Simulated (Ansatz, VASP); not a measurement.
Ba3PrBr: VASP beside Ansatz

Contents of INCAR:

```
PREC = Accurate ; ENCUT = 520
EDIFF = 1E-7 ; ISMEAR = 0
SIGMA = 0.1 ; LREAL = F
LASPH = T ; NELM = 60
ALGO = Normal ; ISIF = 2
LWAVE = F ; LCHARG = F
GGA = PE ; NBANDS = 33
```

The input KPOINTS:

```
Automatic mesh
0
Gamma
  4 4 4
```

The input POSCAR:

```
Ba3PrBr
1.0
    5.2150809600      0.0000000000      0.0000000000
    0.0000000000      5.2150809600      0.0000000000
    0.0000000000      0.0000000000      5.2150809600
Ba Pr Br
3 1 1
Direct
    0.5000000000      0.0000000000      0.0000000000
    0.0000000000      0.0000000000      0.5000000000
    0.0000000000      0.5000000000      0.0000000000
    0.0000000000      0.0000000000      0.0000000000
    0.5000000000      0.5000000000      0.5000000000
```

Input for Ansatz:

```yaml
crystal:
  lattice:
    - [5.21508096, 0.0, 0.0]
    - [0.0, 5.21508096, 0.0]
    - [0.0, 0.0, 5.21508096]
  atoms:
    - { symbol: Ba, position: [0.5, 0.0, 0.0] }
    - { symbol: Ba, position: [0.0, 0.0, 0.5] }
    - { symbol: Ba, position: [0.0, 0.5, 0.0] }
    - { symbol: Pr, position: [0.0, 0.0, 0.0] }
    - { symbol: Br, position: [0.5, 0.5, 0.5] }
basis:
  ecutwfc: 660
kpoints:
  mp_grid: { grid: [4, 4, 4] }
hamiltonian:
  xc: pbe
  pseudopotentials:
    kind: paw
    azcp: { Pr: "pseudopotentials/pbe/nc/lanthanide_3plus/Pr.nc.azcp" }
scf:
  occupations: { method: gaussian, width: 0.1 }
  lower_state_search: "off"
output:
  forces: true
  stress: true
  eigenvalues: true
```

Change from the starting cell: species swapped into the Li3BrO type (Pm-3m, No. 221).

Alike in both runs: task single point; functional PBE; k mesh 4 × 4 × 4; occupations gaussian, width 0.1 eV; no spin polarisation.

|  | VASP | Ansatz |
| --- | --- | --- |
| version | VASP 6.6.1 | Ansatz 0.2.0 |
| potentials or method | VASP PAW PBE potentials, release 64 (Ba_sv, Pr, Br) | scalar-relativistic, plane waves, PAW |
| plane-wave cutoff (eV) | 520 | 660 |
| valence electrons in the cell | 50 | 48 |

VASP gave:

* gap on the k mesh at the Fermi level (eV): none
* pressure (GPa): 22.6

Which values does Ansatz return?

gap on the k mesh at the Fermi level (eV): none; pressure (GPa): 30.0.

A gap of «none» marks a metal or a gap that the smearing closes. One of these differences is far larger than is usual between the two programs; its cause wasn't traced. The two sets of potentials don't hold the same shells in valence.

Caveats: so large a pressure means that the cell lies far from this level's equilibrium, or that cutoff or potentials fall short (VASP); the run has no spin polarisation, though such a crystal can be magnetic; without U or exact exchange the open f shell lies at the Fermi level, which spoils levels, moments and volumes. Spin polarisation is off, so any magnetic state and its effect on volume and gap are missing. The runs have no spin-orbit coupling, so splittings on Ba, Pr are missing.
